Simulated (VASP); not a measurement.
Here is the system:

```
CELL_PARAMETERS angstrom
      3.14167     0.00000     0.00000
     -1.57084     2.72077     0.00000
      0.00000     0.00000     5.09264
ATOMIC_POSITIONS crystal
  Zr 0.33333 0.66667 0.25000
  Zr 0.66667 0.33333 0.75000
```

The numbers are results of LDA (Ceperley-Alder, Perdew-Zunger), VASP's LDA PAW potentials (set 64) (plane waves; VASP), not measurements. Numerical set-up: 400 eV cut-off, Gaussian smearing of 0.050 eV, potentials Zr_sv.

Q: Give the energies of bands 9 to 15 at the high-symmetry points, in eV from the Fermi level.

A: 
| band | Γ | M | K | A | L | H |
|---|---|---|---|---|---|---|
| 9 | -5.77 | -2.85 | -2.35 | -4.02 | -3.11 | -1.62 |
| 10 | -3.25 | -2.63 | -1.33 | -4.02 | -3.11 | -1.62 |
| 11 | 0.82 | -2.41 | -1.33 | -0.07 | -1.29 | -1.36 |
| 12 | 0.84 | 0.03 | -1.12 | -0.07 | -1.29 | -1.36 |
| 13 | 0.84 | 0.56 | 0.19 | 0.77 | 1.94 | 0.04 |
| 14 | 1.35 | 0.72 | 0.19 | 0.77 | 1.94 | 0.04 |
| 15 | 1.55 | 1.45 | 1.81 | 0.77 | 2.35 | 2.04 |

It has no gap at this level: it comes out as a metal or semimetal.

The structure comes from a computed database's Zr entry (P6_3/mmc); how it stands against other phases isn't given here. It was relaxed first, which changed the volume by -7 %.
